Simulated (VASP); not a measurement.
An input for Ansatz (written as the equivalent of a VASP run, and not itself run):

Ansatz 0.2 input:
```yaml
crystal:
  lattice:
    - [5.1281754, -1.7630418, 0.5175358]
    - [5.1281754, 1.7630418, 0.5175358]
    - [4.2275798, 0.0000000, 3.4353906]
  atoms:
    - { symbol: As, position: [0.2111060, 0.2111060, 0.2111060] }
    - { symbol: As, position: [0.7888940, 0.7888940, 0.7888940] }
kpoints:
  mp_grid: { grid: [8, 8, 8] }
hamiltonian:
  xc: r2scan
  pseudopotentials: { kind: paw }
scf:
  occupations: { method: gaussian, width: 0.05 }
  max_iter: 100
relax:
  max_steps: 60
  f_tol: 0.01
  cell: {}
output: { forces: true, stress: true, eigenvalues: true }
```

Translate this input to VASP (INCAR, KPOINTS, POSCAR, choice of POTCAR).

Several could match; the one computed here: 
File POSCAR:
```
As
1
    5.1281753841    -1.7630418397     0.5175357771
    5.1281753841     1.7630418397     0.5175357771
    4.2275797504    -0.0000000000     3.4353906264
As
2
Direct
  0.2111060313   0.2111060313   0.2111060313
  0.7888939687   0.7888939687   0.7888939687
```

**INCAR**
```
SYSTEM = As
PREC = Accurate
ENCUT = 400
EDIFF = 1E-6
NELM = 100
ALGO = Normal
LREAL = .FALSE.
LASPH = .TRUE.
ISMEAR = 0
SIGMA = 0.05
METAGGA = R2SCAN
LMIXTAU = .TRUE.
LMAXMIX = 4
LWAVE = .FALSE.
LCHARG = .FALSE.
IBRION = 2
ISIF = 3
NSW = 60
EDIFFG = -0.01
```

### KPOINTS
```
Automatic mesh
0
Gamma
8 8 8
0 0 0
```

POTCAR, in this order: As (PBE.64 set). Program: vasp_std.

What does not carry over: each code has its own PAW files, so the cut-off isn't converted (ENCUT is set for VASP's; basis.ecutwfc is left out, and Ansatz then takes the one that its files recommend); Ansatz stops its SCF on the density residual and VASP on the energy change (EDIFF).

The compound is As in the a7 structure. This run relaxes it. Symmetry was kept, so distortions that lower it aren't found. The start is the result of an earlier pass.
